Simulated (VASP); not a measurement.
A VASP calculation is set up with these files.

KPOINTS:
```
Automatic mesh
0
Gamma
7 7 1
0 0 0
```

**INCAR**
```
NELM  =  100   # most electronic steps
ISIF  =  2   # forces and stress, cell fixed
LCHARG  =  F
PREC  =  Accurate
ENCUT  =  400   # plane-wave cut-off (eV)
SYSTEM  =  Cu3N
GGA  =  RE   # revPBE
ALGO  =  Normal   # blocked Davidson
ISMEAR  =  1   # Methfessel-Paxton
LASPH  =  T
LMAXMIX  =  4
LWAVE  =  F
SIGMA  =  0.136   # width (eV)
EDIFF  =  1E-6   # SCF stop (eV)
LREAL  =  F   # projection in real space or not
```

### POSCAR
```
Cu3N
1
    3.8395060000     0.0000000000     0.0000000000
    0.0000000000     3.8395060000     0.0000000000
    0.0000000000     0.0000000000    25.5368000000
Cu N
9 3
Direct
  0.0000000000   0.5000000000   0.3879620000
  0.0000000000   0.0000000000   0.3132730000
  0.5000000000   0.0000000000   0.3879620000
  0.0000000000   0.5000000000   0.5373460000
  0.0000000000   0.0000000000   0.4626540000
  0.5000000000   0.0000000000   0.5373460000
  0.0000000000   0.5000000000   0.6867270000
  0.0000000000   0.0000000000   0.6120340000
  0.5000000000   0.0000000000   0.6867270000
  0.0000000000   0.0000000000   0.3879620000
  0.0000000000   0.0000000000   0.5373460000
  0.0000000000   0.0000000000   0.6867270000
```

POTCAR, in this order: Cu N (PBE.64 set). Program: vasp_std.

Q: Translate this revPBE calculation to Quantum ESPRESSO's pw.x.

A: One equivalent input (not run):
```
&CONTROL
  calculation = 'scf'
  pseudo_dir = './pseudo'
  outdir = './out'
  tprnfor = .true.
  tstress = .true.
/
&SYSTEM
  ibrav = 0
  nat = 12
  ntyp = 2
  ecutwfc = 92
  occupations = 'smearing'
  smearing = 'methfessel-paxton'
  degauss = 0.009996
  input_dft = 'revpbe'
/
&ELECTRONS
  conv_thr = 7.3e-08
  electron_maxstep = 100
/
ATOMIC_SPECIES
  Cu 63.546 Cu.upf
  N 14.007 N.upf
CELL_PARAMETERS angstrom
     3.8395060    0.0000000    0.0000000
     0.0000000    3.8395060    0.0000000
     0.0000000    0.0000000   25.5368000
ATOMIC_POSITIONS crystal
  Cu   0.0000000  0.5000000  0.3879620
  Cu   0.0000000  0.0000000  0.3132730
  Cu   0.5000000  0.0000000  0.3879620
  Cu   0.0000000  0.5000000  0.5373460
  Cu   0.0000000  0.0000000  0.4626540
  Cu   0.5000000  0.0000000  0.5373460
  Cu   0.0000000  0.5000000  0.6867270
  Cu   0.0000000  0.0000000  0.6120340
  Cu   0.5000000  0.0000000  0.6867270
  N    0.0000000  0.0000000  0.3879620
  N    0.0000000  0.0000000  0.5373460
  N    0.0000000  0.0000000  0.6867270
K_POINTS automatic
  7 7 1 0 0 0
```
The two are equivalent in intent, not identical: the potentials are each code's own (VASP's PAW set, PseudoDojo norm-conserving files in pw.x), so ENCUT and ecutwfc are chosen apart and not converted; conv_thr bounds pw.x's estimated SCF error, while EDIFF bounds the energy change between steps.

The cell is a sheet with vacuum, built from a database entry that may be metastable or hypothetical.
